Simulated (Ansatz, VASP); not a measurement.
**Two plane-wave programs on InCo2N2**

```
In Co N
1.0
     2.72596   -1.58055    0.00000
     2.72596    1.58055    0.00000
    -1.95227    0.00000    7.54468
In Co N
1 2 2
Direct
  0.50000 0.50000 0.50000
  0.62734 0.62734 0.89189
  0.37266 0.37266 0.10811
  0.72262 0.72262 0.15501
  0.27738 0.27738 0.84499
```

The cell comes from a database or a generator and needn't be the stable form of this composition.

Alike in both runs: task single point; functional PBE; k mesh 10 × 10 × 4; occupations fermi-dirac, width 0.05 eV; collinear spin, ferromagnetic start.

```csv
,VASP,Ansatz
version,VASP 6.6.1,Ansatz 0.2.0
potentials or method,"VASP PAW PBE potentials, release 64 (In_d, Co, N)",Ansatz PAW
plane-wave cutoff (eV),520,420
valence electrons in the cell,41,57
```

|  | VASP | Ansatz | Ansatz less VASP |
| --- | --- | --- | --- |
| gap on the k mesh at the Fermi level (eV) | none | none | - |
| pressure (GPa) | -0.2 | -0.2 | 0.00 |
| largest component of the traceless stress (GPa) | 0.31 | 0.36 | +0.046 |
| rms of the force components (eV/Å) | 0.042 | 0.051 | +0.0087 |
| net moment per atom (μB) | 0.09 | 0.09 | +0.001 |
| size of the moment on the site where the two differ most (μB) | 0.18 | 0.17 | -0.006 |

Site moments also hang on the region over which each program counts them. Atom by atom the forces differ by 0.011 eV/Å (rms over components). A gap of «none» marks a metal or a gap that the smearing closes. The two sets of potentials don't hold the same shells in valence.

Caveats: the pressure holds a Pulay correction of +0.4 GPa for the finite cutoff (Ansatz). With open d or f shells a metallic result of PBE can be an artefact of self-interaction; +U or a hybrid may open a gap.
